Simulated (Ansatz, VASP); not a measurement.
# CuB4: VASP beside Ansatz

```
Cu B
1.0
    -2.23316    2.23316    2.23316
     2.23316   -2.23316    2.23316
     2.23316    2.23316   -2.23316
Cu B
1 4
Direct
  0.00000 0.00000 0.00000
  0.00000 0.00000 0.50000
  0.50000 0.00000 0.00000
  0.50000 0.50000 0.50000
  0.00000 0.50000 0.00000
```

Change from the starting cell: species swapped into the NiHg4 type (Im-3m, No. 229).

Alike in both runs: functional PBE; k mesh 12 × 12 × 12; occupations gaussian, width 0.1 eV; no spin polarisation.

Ansatz relaxed the structure, and its values are those at the end. VASP's run is a single point on that final structure, the one shown.

```csv
,VASP,Ansatz
version,VASP 6.6.1,Ansatz 0.2.0
potentials or method,"VASP PAW PBE potentials, release 64 (Cu, B)","scalar-relativistic, plane waves, PAW"
plane-wave cutoff (eV),520,420
valence electrons in the cell,23,31
```

|  | VASP | Ansatz | Ansatz less VASP |
| --- | --- | --- | --- |
| gap on the k mesh at the Fermi level (eV) | none | none | - |
| pressure (GPa) | -0.1 | 0.0 | +0.07 |

A gap of «none» marks a metal or a gap that the smearing closes. The two sets of potentials don't hold the same shells in valence.
